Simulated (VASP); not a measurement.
VASP ran on this input.

**KPOINTS**
```
Automatic mesh
0
Gamma
8 8 8
0 0 0
```

### INCAR
```
SYSTEM = Sr
PREC = Accurate
ENCUT = 400
EDIFF = 1E-6
NELM = 100
ALGO = Normal
LREAL = .FALSE.
LASPH = .TRUE.
ISMEAR = 1
SIGMA = 0.1
GGA = PE
LMAXMIX = 4
LWAVE = .FALSE.
LCHARG = .FALSE.
ISIF = 2
LSORBIT = .TRUE.
MAGMOM = 0 0 0
GGA_COMPAT = .FALSE.
```

File POSCAR:
```
Sr
1
    0.0000000000     3.1008000000     3.1008000000
    3.1008000000     0.0000000000     3.1008000000
    3.1008000000     3.1008000000     0.0000000000
Sr
1
Direct
  0.0000000000   0.0000000000   0.0000000000
```

POTCAR, in this order: Sr_sv (PBE.64 set). Program: vasp_std.

The resulting files:

**standard output**
```
 POSCAR found type information on POSCAR Sr
 POSCAR found :  1 types and       1 ions
 Reading from existing POTCAR

 -----------------------------------------------------------------------------
|                                                                             |
|     EEEEEEE  RRRRRR   RRRRRR   OOOOOOO  RRRRRR      ###     ###     ###     |
|     E        R     R  R     R  O     O  R     R     ###     ###     ###     |
|     E        R     R  R     R  O     O  R     R     ###     ###     ###     |
|     EEEEE    RRRRRR   RRRRRR   O     O  RRRRRR       #       #       #      |
|     E        R   R    R   R    O     O  R   R                               |
|     E        R    R   R    R   O     O  R    R      ###     ###     ###     |
|     EEEEEEE  R     R  R     R  OOOOOOO  R     R     ###     ###     ###     |
|                                                                             |
|     ERROR: Noncollinear calculations require that VASP is compiled          |
|     without the flag -DNGXhalf and-DNGZhalf.                                |
|     You probably tried to run a noncollinear calculation                    |
|     (LNONCOLLINEAR=T) with the executable vasp_std. Use vasp_ncl            |
|     instead!                                                                |
|                                                                             |
|       ---->  I REFUSE TO CONTINUE WITH THIS SICK JOB ... BYE!!! <----       |
|                                                                             |
 -----------------------------------------------------------------------------
```

Question: Read the log: what went wrong, and how is it fixed?

Answer: The cause: LSORBIT needs the non-collinear program vasp_ncl. VASP stops with an error: ERROR: Noncollinear calculations require that VASP is compiled without the flag -DNGXhalf and-DNGZhalf. You probably tried to run a noncollinear calculation (LNONCOLLINEAR=T) with the executable vasp_std. Use vasp_ncl instead! ----> I REFUSE TO CONTINUE WITH THIS SICK JOB ... BYE!!! <---- To mend it, run vasp_ncl.

The mended run (PBE GGA with spin-orbit coupling, plane waves, VASP's PBE PAW potentials (set 64)) converges, and its OSZICAR ends with
```
   1 F= -.17138540E+01 E0= -.17137949E+01  d E =-.177514E-03  mag=     0.0000     0.0000     0.0000
```

The compound is Sr in the fcc structure. The cell was not relaxed at this level.
